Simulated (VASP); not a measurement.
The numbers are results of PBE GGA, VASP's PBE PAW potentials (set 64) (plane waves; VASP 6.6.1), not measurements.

Input for VASP

### KPOINTS
```
Automatic mesh
0
Gamma
11 11 11
0 0 0
```

**POSCAR**
```
GaN
1
    0.0000000000     2.2750713720     2.2750713720
    2.2750713720     0.0000000000     2.2750713720
    2.2750713720     2.2750713720     0.0000000000
Ga N
1 1
Direct
  0.0000000000   0.0000000000   0.0000000000
  0.2500000000   0.2500000000   0.2500000000
```

INCAR:
```
EDIFF = 1E-7
LORBIT = 11   # lm-projected
ALGO = Normal
LCHARG = .True.
NELM = 100
LWAVE = .False.
GGA = PE
ISMEAR = -5   # tetrahedra, Bloechl
LREAL = .False.   # projection in real space or not
ENCUT = 520   # plane-wave cut-off (eV)
ISIF = 2   # forces and stress, cell fixed
SYSTEM = GaN
LMAXMIX = 4   # l cut-off of mixed one-centre charges
NEDOS = 601
PREC = Accurate
LASPH = .True.   # aspherical one-centre terms
```

POTCAR, in this order: Ga_d N (PBE.64 set). Program: vasp_std.

### Question
Predict the energy per atom (σ→0), band gap (on the k-mesh).

### Answer

* **energy per atom (σ→0)**: -6.077 eV/atom
* **band gap (on the k-mesh)**: 1.54 eV

### OSZICAR
```
...
DAV:   8    -0.121589770738E+02    0.33907E-02   -0.76174E-02  1659   0.436E+00    0.847E-01
DAV:   9    -0.121533210050E+02    0.56561E-02   -0.22228E-02  2165   0.364E+00    0.207E-01
DAV:  10    -0.121537071035E+02   -0.38610E-03   -0.18244E-03  1638   0.680E-01    0.908E-02
DAV:  11    -0.121536176826E+02    0.89421E-04   -0.35460E-04  2144   0.359E-01    0.102E-02
DAV:  12    -0.121536237135E+02   -0.60309E-05   -0.32901E-05  1586   0.757E-02    0.860E-03
DAV:  13    -0.121536234852E+02    0.22827E-06   -0.16459E-06  1737   0.122E-02    0.227E-03
DAV:  14    -0.121536234326E+02    0.52602E-07   -0.11256E-07  1111   0.331E-03
   1 F= -.12153623E+02 E0= -.12153623E+02  d E =0.000000E+00
```

The compound is GaN in the zinc blende structure, a metastable form; wurtzite is the usual one. It was relaxed first.
